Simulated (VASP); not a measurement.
Level of theory: SCAN meta-GGA, VASP's PBE PAW potentials (set 64) (plane waves; VASP).

VASP input:

KPOINTS_OPT:
```
k-points along high-symmetry lines
10
Line-mode
Reciprocal
  0.000000   0.000000   0.000000 ! GAMMA
 -0.500000  -0.500000   0.000000 ! X

 -0.500000  -0.500000   0.000000 ! X
 -0.375000  -0.375000   0.250000 ! U

 -0.375000  -0.000000   0.375000 ! K
  0.000000   0.000000   0.000000 ! GAMMA

  0.000000   0.000000   0.000000 ! GAMMA
 -0.000000  -0.000000   0.500000 ! L

 -0.000000  -0.000000   0.500000 ! L
 -0.500000  -0.250000   0.250000 ! W

 -0.500000  -0.250000   0.250000 ! W
 -0.500000  -0.500000   0.000000 ! X
```

KPOINTS:
```
Automatic
0
gamma
 12 12 12
0 0 0
```

**POSCAR**
```
AlN
1
    0.0000000000     2.1804911806     2.1804911806
    2.1804911806     0.0000000000     2.1804911806
    2.1804911806     2.1804911806     0.0000000000
Al N
1 1
Direct
  0.0000000000   0.0000000000   0.0000000000
  0.2500000000   0.2500000000   0.2500000000
```

### INCAR
```
SYSTEM = AlN
PREC = Accurate
ENCUT = 520
EDIFF = 1E-7
NELM = 100
ALGO = Normal
LREAL = .FALSE.
LASPH = .TRUE.
ISMEAR = -5
METAGGA = SCAN
LMIXTAU = .TRUE.
LWAVE = .FALSE.
LCHARG = .FALSE.
LORBIT = 11
NEDOS = 601
ISIF = 2
```

POTCAR, in this order: Al N (PBE.64 set). Program: vasp_std.

Output of the run:

**OUTCAR**
```
 ion  position               nearest neighbor table
   1  0.000  0.000  0.000-   2 1.89   2 1.89   2 1.89   2 1.89
   2  0.250  0.250  0.250-   1 1.89   1 1.89   1 1.89   1 1.89
  LATTYP: Found a face centered cubic cell.
 ALAT       =     4.3609823612
 Subroutine PRICEL returns:
 Original cell was already a primitive cell.
 Subroutine GETGRP returns: Found 24 space group operations
The static configuration has the point symmetry T_d .
The dynamic configuration has the point symmetry T_d .
 Subroutine INISYM returns: Found 24 space group operations
 Subroutine IBZKPT returns following result:
 Found     72 irreducible k-points:

 Following reciprocal coordinates:
            Coordinates               Weight
  0.000000  0.000000  0.000000      1.000000
  0.083333  0.000000  0.000000      8.000000
  0.166667  0.000000  0.000000      8.000000
  0.250000  0.000000  0.000000      8.000000
  0.333333  0.000000  0.000000      8.000000
  0.416667  0.000000  0.000000      8.000000
  0.500000  0.000000  0.000000      4.000000
  0.083333  0.083333  0.000000      6.000000
  0.166667  0.083333  0.000000     24.000000
...
```

OSZICAR:
```
       N       E                     dE             d eps       ncg     rms          rms(c)
DAV:   1     0.277239548363E+01    0.27724E+01   -0.41481E+03  1224   0.851E+02
DAV:   2    -0.243995737015E+02   -0.27172E+02   -0.26823E+02  1424   0.148E+02
DAV:   3    -0.249889456049E+02   -0.58937E+00   -0.58937E+00  1448   0.273E+01
DAV:   4    -0.249905070339E+02   -0.15614E-02   -0.15614E-02  1632   0.128E+00
DAV:   5    -0.249905109976E+02   -0.39636E-05   -0.39636E-05  1424   0.505E-02    0.899E+00
DAV:   6    -0.191566266929E+02    0.58339E+01   -0.13673E+01  1272   0.254E+01    0.353E+00
DAV:   7    -0.204428966995E+02   -0.12863E+01   -0.40641E-01  1176   0.941E+00    0.226E+00
DAV:   8    -0.197669993380E+02    0.67590E+00   -0.51578E-01  1208   0.767E+00    0.845E-01
DAV:   9    -0.203026263180E+02   -0.53563E+00   -0.43819E-01  1152   0.736E+00    0.501E-01
DAV:  10    -0.203955347910E+02   -0.92908E-01   -0.63286E-02  1152   0.394E+00    0.174E-01
DAV:  11    -0.204030342468E+02   -0.74995E-02   -0.43698E-02  1152   0.186E+00    0.216E-01
DAV:  12    -0.204020234918E+02    0.10108E-02   -0.97997E-04  1824   0.312E-01    0.148E-01
DAV:  13    -0.204003128568E+02    0.17106E-02   -0.29848E-03  1152   0.537E-01    0.240E-02
DAV:  14    -0.204002887955E+02    0.24061E-04   -0.20207E-04  1152   0.222E-01    0.168E-02
DAV:  15    -0.204003472594E+02   -0.58464E-04   -0.71751E-05  1184   0.125E-01    0.131E-02
DAV:  16    -0.204003258081E+02    0.21451E-04   -0.84909E-05  1160   0.144E-01    0.524E-03
DAV:  17    -0.204003240968E+02    0.17113E-05   -0.79146E-06  1200   0.481E-02    0.227E-03
DAV:  18    -0.204003235850E+02    0.51178E-06   -0.13462E-06  1216   0.186E-02    0.263E-03
DAV:  19    -0.204003239855E+02   -0.40050E-06   -0.32940E-07  1248   0.919E-03    0.178E-03
DAV:  20    -0.204003244999E+02   -0.51443E-06   -0.31463E-07  1288   0.469E-03    0.405E-04
DAV:  21    -0.204003245179E+02   -0.17974E-07   -0.15120E-07  1152   0.571E-03
   1 F= -.20400325E+02 E0= -.20400325E+02  d E =0.000000E+00
       N       E                     dE             ncg
```

### OUTCAR
```
------------------------ aborting loop because EDIFF is reached ----------------------------------------
  FORCE on cell =-STRESS in cart. coord.  units (eV):
  Direction    XX          YY          ZZ          XY          YZ          ZX
  --------------------------------------------------------------------------------------
  Total        0.0056684      0.0056684      0.0056684      0.0000000      0.0000000      0.0000000
  in kB        0.4380047      0.4380047      0.4380047      0.0000000      0.0000000      0.0000000
  external PRESSURE =       0.4380047 kB  Pullay stress =       0.0000000 kB
  volume of cell :       20.73
      direct lattice vectors                 reciprocal lattice vectors
     0.000000000  2.180491181  2.180491181    -0.229306133  0.229306133  0.229306133
     2.180491181  0.000000000  2.180491181     0.229306133 -0.229306133  0.229306133
     2.180491181  2.180491181  0.000000000     0.229306133  0.229306133 -0.229306133
  FREE ENERGIE OF THE ION-ELECTRON SYSTEM (eV)
  ---------------------------------------------------
  free  energy   TOTEN  =       -20.4003245179 eV

  energy  without entropy=      -20.4003245179  energy(sigma->0) =      -20.40032452

 total charge

# of ion       s       p       d       tot
------------------------------------------
    1        0.370   0.457   0.000   0.827
    2        1.234   2.680   0.000   3.914
--------------------------------------------------
tot          1.605   3.137   0.000   4.742
```
(Selected blocks of OUTCAR.)

The compound is AlN in the zinc blende structure, a metastable form; wurtzite is the usual one. It was relaxed first.
